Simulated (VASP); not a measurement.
Here is the system:

```yaml
crystal:
  lattice:
    - [3.80770, 0.00000, 0.00000]
    - [0.00000, 3.80770, 0.00000]
    - [0.00000, 0.00000, 3.80770]
  atoms:
    - { symbol: Cs, position: [0.00000, 0.00000, 0.00000] }
    - { symbol: H, position: [0.50000, 0.50000, 0.50000] }
```

Method: r2SCAN meta-GGA, VASP's PBE PAW potentials (set 64) (plane waves; VASP). Settings: 400 eV cut-off, 8×8×8 Γ-centred mesh, tetrahedra with Blöchl corrections, potentials Cs_sv H.

Unless said otherwise, spin-orbit coupling is left out, though it shifts the bands of the heavy elements here.

Task: Give the energies of bands 5 to 8 at the high-symmetry points, in eV from the valence-band maximum.

Result: 
| band | Γ | X | M | R |
|---|---|---|---|---|
| 5 | -1.91 | -0.24 | -1.24 | 0.00 |
| 6 | 3.81 | 3.23 | 5.02 | 3.15 |
| 7 | 3.81 | 4.61 | 6.88 | 3.15 |
| 8 | 8.05 | 6.62 | 7.47 | 3.15 |

The gap is direct, 3.15 eV, from the valence maximum at R to the conduction minimum at R.

The structure comes from a computed database's CsH entry (Pm-3m); how it stands against other phases isn't given here. It was relaxed first.
